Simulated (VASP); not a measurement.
VASP input:

**INCAR**
```
# general
SYSTEM  = Bi
PREC    = Accurate
ENCUT   = 300
LREAL   = F
LASPH   = T

# electronic loop
EDIFF   = 1E-6
NELM    = 100
ALGO    = Normal
LMAXMIX = 4

# smearing
ISMEAR  = 0
SIGMA   = 0.1

# functional
GGA     = PE

# ions
ISIF    = 2

# output
LWAVE   = F
LCHARG  = F
```

**POSCAR**
```
Bi
8.4974380
  0.5000000000  -0.2730554786   0.0000000000
  0.5000000000   0.2730554786   0.0000000000
  0.3508814068   0.0000000000   0.4488224568
Bi
2
Cartesian
  0.3161062492   0.0000000000   0.1050244549
  1.0347751576   0.0000000000   0.3437980019
```

**KPOINTS**
```
Automatic mesh
0
Gamma
11 11 11
0 0 0
```

POTCAR, in this order: Bi_d (PBE.64 set). Program: vasp_std.

### Question
Write an equivalent input for Quantum ESPRESSO's pw.x.

### Answer
One equivalent input (not run):
```
&CONTROL
  calculation = 'scf'
  pseudo_dir = './pseudo'
  outdir = './out'
  tprnfor = .true.
  tstress = .true.
/
&SYSTEM
  ibrav = 0
  nat = 2
  ntyp = 1
  ecutwfc = 66
  occupations = 'smearing'
  smearing = 'gaussian'
  degauss = 0.00735
  input_dft = 'pbe'
/
&ELECTRONS
  conv_thr = 7.3e-08
  electron_maxstep = 100
/
ATOMIC_SPECIES
  Bi 208.980 Bi.upf
CELL_PARAMETERS angstrom
     4.2487190   -2.3202720    0.0000000
     4.2487190    2.3202720    0.0000000
     2.9815930    0.0000000    3.8138410
ATOMIC_POSITIONS crystal
  Bi   0.2340000  0.2340000  0.2340000
  Bi   0.7660000  0.7660000  0.7660000
K_POINTS automatic
  11 11 11 0 0 0
```
Limits of the translation: the potentials are each code's own (VASP's PAW set, PseudoDojo norm-conserving files in pw.x), so ENCUT and ecutwfc are chosen apart and not converted; conv_thr bounds pw.x's estimated SCF error, while EDIFF bounds the energy change between steps.

The structure is a typed Bi crystal. The cell was not relaxed at this level.
